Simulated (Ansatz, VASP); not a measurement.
# ZnS (Wurtzite-2H) in two plane-wave programs, part 2 of 3

Wanted: the spread between two codes on one cell, functional and k mesh. The cell is taken from a series of runs on this material, whose earlier steps may have relaxed, scaled, displaced or heated it; both programs get it as it stands.

VASP 6.6.1 and Ansatz 0.2.0.

So far: Starting point; Ansatz: zone-centre phonons, LDA.

**3. VASP: zone-centre phonons, LDA**

Level of this step: LDA; plane waves and PAW (S, Zn) (VASP).

The same cell, functional (in two slightly different forms) and mesh now go to VASP, with its own data sets.

Lines of VASP's logs that name or quote its potential files are left out, and so is its time.

Contents of INCAR:

```
SYSTEM = ZnS
PREC = Accurate
ENCUT = 500
EDIFF = 1E-08
NELM = 120
ISMEAR = 0
SIGMA = 0.01
LREAL = .FALSE.
ALGO = Normal
GGA = CA
NBANDS = 24
LORBIT = 11
LWAVE = .FALSE.
LCHARG = .FALSE.
ISIF = 2
IBRION = 8
LEPSILON = .TRUE.
LASPH = .TRUE.
GGA_COMPAT = .FALSE.
EFERMI = MIDGAP
KPAR = 2
```

Contents of POSCAR:

```
ZnS
1.0
    3.8129210674      0.0000000000      0.0000000000
   -1.9064605337      3.3020865070      0.0000000000
    0.0000000000      0.0000000000      6.0684140862
S Zn
2 2
Direct
    0.3333333333      0.6666666667      0.3824291106
    0.6666666667      0.3333333333      0.8824291106
    0.3333333333      0.6666666667      0.0025708894
    0.6666666667      0.3333333333      0.5025708894
```

Contents of KPOINTS:

```
Automatic mesh
0
Gamma
12 12 8
0 0 0
```

The projector-augmented-wave data sets are S and Zn (LDA family, release 64).

Command:

```bash
> mpirun -np 2 vasp_std
```

The program printed:

```text
[banner, memory and clock lines left out]
running    2 mpi-ranks, on    1 nodes
 distrk:  each k-point on    1 cores,    2 groups
 distr:  one band on    1 cores,    1 groups

 POSCAR found type information on POSCAR S Zn
 POSCAR found :  2 types and       4 ions
 LDA part: xc-table for (Slater(with rela. corr.)+CA(PZ))
 , standard interpolation
 POSCAR, INCAR and KPOINTS ok, starting setup
 FFT: planning ... GRIDC
 FFT: planning ... GRID_SOFT
 FFT: planning ... GRID
 WAVECAR not read
 entering main loop
       N       E                     dE             d eps       ncg     rms          rms(c)
DAV:   1     0.228488697336E+03    0.22849E+03   -0.17066E+04  4560   0.178E+03
DAV:   2     0.360002176384E+01   -0.22489E+03   -0.21735E+03  4872   0.357E+02
DAV:   3    -0.168197554995E+02   -0.20420E+02   -0.20312E+02  5680   0.110E+02
DAV:   4    -0.172346184139E+02   -0.41486E+00   -0.41460E+00  5400   0.163E+01
DAV:   5    -0.172424376812E+02   -0.78193E-02   -0.78187E-02  5768   0.212E+00    0.103E+01
DAV:   6    -0.164001688925E+02    0.84227E+00   -0.18802E+00  6720   0.415E+01    0.782E+00
DAV:   7    -0.163969747973E+02    0.31941E-02   -0.15590E+00  5024   0.749E+00    0.323E+00
DAV:   8    -0.163764620344E+02    0.20513E-01   -0.65958E-02  6296   0.258E+00    0.948E-01
DAV:   9    -0.163754837870E+02    0.97825E-03   -0.15018E-02  6432   0.180E+00    0.272E-01
DAV:  10    -0.163755355211E+02   -0.51734E-04   -0.60783E-04  6032   0.292E-01    0.159E-01
DAV:  11    -0.163755583535E+02   -0.22832E-04   -0.71188E-05  5680   0.115E-01    0.946E-02
DAV:  12    -0.163755552007E+02    0.31527E-05   -0.20726E-05  5616   0.777E-02    0.110E-02
DAV:  13    -0.163755554562E+02   -0.25548E-06   -0.10753E-06  5600   0.741E-03    0.259E-03
DAV:  14    -0.163755554854E+02   -0.29223E-07   -0.50548E-08  5624   0.245E-03    0.124E-03
DAV:  15    -0.163755554818E+02    0.35743E-08   -0.10296E-08  3648   0.723E-04
   1 F= -.16375555E+02 E0= -.16375555E+02  d E =0.000000E+00
 Linear response reoptimize wavefunctions to high precision
DAV:   1    -0.163755554825E+02   -0.65756E-09   -0.48840E-09  4440   0.425E-04
DAV:   2    -0.163755554825E+02   -0.35470E-10   -0.21692E-10  2928   0.109E-04
 Linear response G [H, r] |phi>, progress :
  Direction:   1
       N       E                     dE             d eps       ncg     rms
RMM:   1    -0.809174744708E+02   -0.80917E+02    0.47265E+02  8680   0.935E+01
RMM:   2    -0.902477948503E+02   -0.93303E+01   -0.29225E+01  7462   0.350E+01
RMM:   3    -0.908115230655E+02   -0.56373E+00   -0.21187E+00  8132   0.930E+00
RMM:   4    -0.908325065976E+02   -0.20984E-01   -0.10987E-01  8289   0.194E+00
RMM:   5    -0.908335468013E+02   -0.10402E-02   -0.14404E-02  8350   0.505E-01
RMM:   6    -0.908336332465E+02   -0.86445E-04   -0.32075E-03  8426   0.150E-01
RMM:   7    -0.908335779246E+02    0.55322E-04   -0.87423E-04  8582   0.508E-02
RMM:   8    -0.908335637324E+02    0.14192E-04   -0.41672E-04  8628   0.182E-02
RMM:   9    -0.908335470566E+02    0.16676E-04   -0.29659E-04  8588   0.750E-03
RMM:  10    -0.908335377647E+02    0.92919E-05   -0.14827E-04  7041   0.361E-03
RMM:  11    -0.908335351777E+02    0.25870E-05   -0.10395E-04  5991   0.213E-03
RMM:  12    -0.908335331249E+02    0.20528E-05   -0.12941E-04  5426   0.152E-03
RMM:  13    -0.908335333409E+02   -0.21602E-06   -0.17177E-04  5149   0.125E-03
RMM:  14    -0.908335326873E+02    0.65359E-06   -0.76560E-05  4996   0.115E-03
RMM:  15    -0.908335332255E+02   -0.53815E-06   -0.11412E-04  4870   0.110E-03
RMM:  16    -0.908335323031E+02    0.92240E-06   -0.93827E-05  4746   0.108E-03
RMM:  17    -0.908335329042E+02   -0.60115E-06   -0.11838E-04  4659   0.106E-03
 Linear response G [H, r] |phi>, progress :
  Direction:   2
       N       E                     dE             d eps       ncg     rms
RMM:   1    -0.960932844287E+02   -0.96093E+02    0.28535E+02  8792   0.902E+01
RMM:   2    -0.101559134574E+03   -0.54659E+01   -0.23299E+01  7391   0.336E+01
RMM:   3    -0.102124309340E+03   -0.56517E+00   -0.16425E+00  8128   0.848E+00
RMM:   4    -0.102149507223E+03   -0.25198E-01   -0.83510E-02  8200   0.182E+00
RMM:   5    -0.102151288859E+03   -0.17816E-02   -0.20091E-02  8325   0.507E-01
RMM:   6    -0.102151033413E+03    0.25545E-03   -0.61308E-03  8372   0.158E-01
RMM:   7    -0.102150887315E+03    0.14610E-03   -0.31615E-03  8515   0.553E-02
RMM:   8    -0.102150702800E+03    0.18451E-03   -0.98336E-04  8564   0.211E-02
RMM:   9    -0.102150667252E+03    0.35548E-04   -0.50393E-04  8529   0.849E-03
RMM:  10    -0.102150639401E+03    0.27851E-04   -0.21245E-04  6986   0.393E-03
RMM:  11    -0.102150626747E+03    0.12654E-04   -0.68137E-05  6078   0.206E-03
RMM:  12    -0.102150621198E+03    0.55493E-05   -0.29067E-05  5512   0.146E-03
RMM:  13    -0.102150619880E+03    0.13176E-05   -0.93536E-07  5137   0.121E-03
RMM:  14    -0.102150619175E+03    0.70504E-06    0.18589E-05  4932   0.110E-03
[...]
RMM:   9    -0.112709821357E+01    0.14710E-04    0.12934E-06 28145   0.416E-03    0.153E-03
RMM:  10    -0.112710111272E+01   -0.28992E-05    0.79227E-07 28039   0.195E-03    0.276E-04
RMM:  11    -0.112710612377E+01   -0.50110E-05   -0.58574E-07 26887   0.785E-04    0.185E-04
RMM:  12    -0.112710505899E+01    0.10648E-05    0.51536E-07 23498   0.346E-04    0.161E-05
[...]
RMM:  11    -0.112171310669E+01   -0.48833E-05    0.23451E-07  7610   0.482E-04    0.160E-04
RMM:  12    -0.112171162504E+01    0.14817E-05   -0.49103E-07  7543   0.318E-04    0.270E-05
RMM:  13    -0.112171165212E+01   -0.27082E-07   -0.14734E-07  5141   0.143E-04    0.956E-06
 change of polarisation eV/A/(eV/A) component  3 :    -0.222    -0.211     2.133
 dielectric tensor                  component  3 :    -0.526    -0.499     6.051
 Linear response DOF=           4
 Linear response progress:
  Degree of freedom:   1/  4
       N       E                     dE             d eps       ncg     rms          rms(c)
RMM:   1    -0.107433351255E+00   -0.10743E+00    0.44877E-02 70348   0.198E+00
RMM:   2    -0.104090980343E+00    0.33424E-02   -0.65297E-03 42876   0.651E-01    0.170E-01
RMM:   3    -0.104472976607E+00   -0.38200E-03   -0.55372E-04 48619   0.157E-01    0.804E-02
RMM:   4    -0.104799361341E+00   -0.32638E-03   -0.83856E-05 47803   0.523E-02    0.201E-02
RMM:   5    -0.104849456077E+00   -0.50095E-04   -0.84927E-06 50207   0.140E-02    0.964E-03
RMM:   6    -0.104824684894E+00    0.24771E-04   -0.13055E-06 50142   0.477E-03    0.351E-03
RMM:   7    -0.104832943288E+00   -0.82584E-05   -0.11515E-07 48398   0.171E-03    0.854E-04
RMM:   8    -0.104832033480E+00    0.90981E-06   -0.69974E-08 51178   0.554E-04    0.640E-05
RMM:   9    -0.104831200931E+00    0.83255E-06   -0.79708E-08 49603   0.198E-04    0.488E-05
RMM:  10    -0.104831279661E+00   -0.78730E-07   -0.34358E-08 51317   0.816E-05    0.102E-05
RMM:  11    -0.104831379192E+00   -0.99532E-07   -0.18438E-08 49031   0.445E-05    0.239E-06
RMM:  12    -0.104831368910E+00    0.10282E-07   -0.37259E-09 48777   0.289E-05    0.605E-07
RMM:  13    -0.104831368605E+00    0.30556E-09   -0.16209E-08 35734   0.223E-05    0.635E-07
 first order change of Fermi-energy  -0.17118E-04
 force on displaced ion       1 direction 1 :  -6.749   0.000  -0.000
 Born effective charge ion    1 direction 1 :  -1.908   0.000  -0.000
 Linear response progress:
  Degree of freedom:   2/  4
       N       E                     dE             d eps       ncg     rms          rms(c)
RMM:   1    -0.125891914954E+00   -0.12589E+00    0.56826E-02 16342   0.199E+00
RMM:   2    -0.121633121076E+00    0.42588E-02   -0.68272E-03  9519   0.734E-01    0.193E-01
RMM:   3    -0.121885680579E+00   -0.25256E-03   -0.81774E-04 11012   0.185E-01    0.940E-02
RMM:   4    -0.122088547729E+00   -0.20287E-03   -0.64383E-05  9953   0.612E-02    0.307E-02
RMM:   5    -0.122121128941E+00   -0.32581E-04   -0.18457E-05 10888   0.229E-02    0.873E-03
RMM:   6    -0.122108680725E+00    0.12448E-04   -0.11044E-06 11262   0.606E-03    0.457E-03
RMM:   7    -0.122111032949E+00   -0.23522E-05   -0.96860E-08 11409   0.158E-03    0.184E-03
RMM:   8    -0.122113033625E+00   -0.20007E-05    0.13099E-07 10113   0.127E-03    0.200E-04
RMM:   9    -0.122113208787E+00   -0.17516E-06   -0.75790E-08 11550   0.338E-04    0.105E-04
RMM:  10    -0.122113075799E+00    0.13299E-06   -0.61091E-08 11555   0.124E-04    0.221E-05
RMM:  11    -0.122113126794E+00   -0.50994E-07   -0.20119E-08 10401   0.616E-05    0.155E-05
RMM:  12    -0.122113083475E+00    0.43319E-07   -0.86237E-08 11477   0.354E-05    0.329E-06
RMM:  13    -0.122113095450E+00   -0.11976E-07   -0.83829E-08 10860   0.247E-05    0.190E-06
RMM:  14    -0.122113100531E+00   -0.50810E-08   -0.74658E-08  8356   0.212E-05    0.622E-07
 first order change of Fermi-energy   0.24130E+00
 force on displaced ion       1 direction 3 :  -0.000   0.000  -9.844
 Born effective charge ion    1 direction 3 :   0.000   0.000  -1.960
 Linear response progress:
  Degree of freedom:   3/  4
       N       E                     dE             d eps       ncg     rms          rms(c)
RMM:   1    -0.213548871748E+00   -0.21355E+00   -0.60792E-03 41544   0.189E+00
RMM:   2    -0.211020282280E+00    0.25286E-02   -0.38861E-03 43384   0.439E-01    0.126E-01
RMM:   3    -0.210818453498E+00    0.20183E-03   -0.12731E-04 50053   0.699E-02    0.737E-02
RMM:   4    -0.210542523618E+00    0.27593E-03   -0.17567E-05 49425   0.245E-02    0.416E-03
RMM:   5    -0.210536435082E+00    0.60885E-05   -0.33057E-06 51243   0.507E-03    0.160E-03
RMM:   6    -0.210539277799E+00   -0.28427E-05   -0.18331E-07 51389   0.204E-03    0.332E-04
RMM:   7    -0.210539571914E+00   -0.29411E-06   -0.45417E-07 51694   0.615E-04    0.189E-04
RMM:   8    -0.210539801300E+00   -0.22939E-06   -0.27243E-07 51372   0.289E-04    0.317E-05
RMM:   9    -0.210539594262E+00    0.20704E-06   -0.16232E-07 51857   0.100E-04    0.173E-05
RMM:  10    -0.210539481978E+00    0.11228E-06   -0.41453E-08 50961   0.569E-05    0.282E-06
RMM:  11    -0.210539477355E+00    0.46237E-08   -0.33775E-08 50484   0.333E-05    0.108E-06
 first order change of Fermi-energy   0.33062E-05
 force on displaced ion       3 direction 1 :  -5.954   0.000  -0.000
 Born effective charge ion    3 direction 1 :   1.908  -0.000   0.000
 Linear response progress:
  Degree of freedom:   4/  4
       N       E                     dE             d eps       ncg     rms          rms(c)
RMM:   1    -0.219709402155E+00   -0.21971E+00   -0.25948E-03  9385   0.192E+00
RMM:   2    -0.216688151913E+00    0.30213E-02   -0.40715E-03  9858   0.457E-01    0.150E-01
RMM:   3    -0.216381699965E+00    0.30645E-03   -0.16943E-04 11230   0.840E-02    0.796E-02
RMM:   4    -0.216075426047E+00    0.30627E-03   -0.56274E-05 11100   0.424E-02    0.193E-02
RMM:   5    -0.216014113696E+00    0.61312E-04   -0.10950E-05 11550   0.161E-02    0.625E-03
RMM:   6    -0.216021538448E+00   -0.74248E-05   -0.40987E-07 11059   0.446E-03    0.340E-03
RMM:   7    -0.216026808386E+00   -0.52699E-05    0.31953E-07 10803   0.231E-03    0.692E-04
RMM:   8    -0.216027868670E+00   -0.10603E-05   -0.56029E-08 11317   0.788E-04    0.211E-04
RMM:   9    -0.216027422410E+00    0.44626E-06   -0.14745E-07 11669   0.272E-04    0.476E-05
RMM:  10    -0.216027304587E+00    0.11782E-06   -0.21559E-07 11669   0.130E-04    0.221E-05
RMM:  11    -0.216027280936E+00    0.23651E-07   -0.87791E-08 11724   0.551E-05    0.792E-06
RMM:  12    -0.216027310613E+00   -0.29677E-07   -0.63437E-08 11364   0.371E-05    0.554E-06
RMM:  13    -0.216027316980E+00   -0.63666E-08   -0.57884E-08 10719   0.289E-05    0.849E-07
 first order change of Fermi-energy  -0.24136E+00
 force on displaced ion       3 direction 3 :  -0.000   0.000  -7.987
 Born effective charge ion    3 direction 3 :   0.000   0.000   1.960
 Born effective charges drift removed
 Linear response finished
```

[end of part 2 of 3]

[Lines on the potential files, build, host, timing and source positions are cut from VASP's logs without a mark.]

[Logs are printed without paths, hosts, clocks, repeated set-up lines and the standing remarks that a program may print on its own settings, such as how far it seeks lower states.]

[Hosts, paths, dates, database ids (printed as entryN), source tags and the programs' standing remarks are cut or masked in the printed files.]
